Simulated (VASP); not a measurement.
Computed with PBEsol GGA, VASP's PBE PAW potentials (set 64) (plane waves; VASP).

Gaps are without spin-orbit coupling.

```
Quantity                                              Result
---------------------------------------------  -------------
volume per atom                                11.55 Å³/atom
band gap (over mesh and band path)                   1.11 eV
smallest direct gap (over mesh and band path)        3.37 eV
Hill bulk modulus                                    169 GPa
Hill shear modulus                                   164 GPa
```

Problem. Which relaxed crystal gives these values?
A. Si, Fd-3m (227)
B. CdBr2, R-3m (166)
C. BP, F-43m (216)
D. NaI, Fm-3m (225)

Solution. C, BP, F-43m (216)
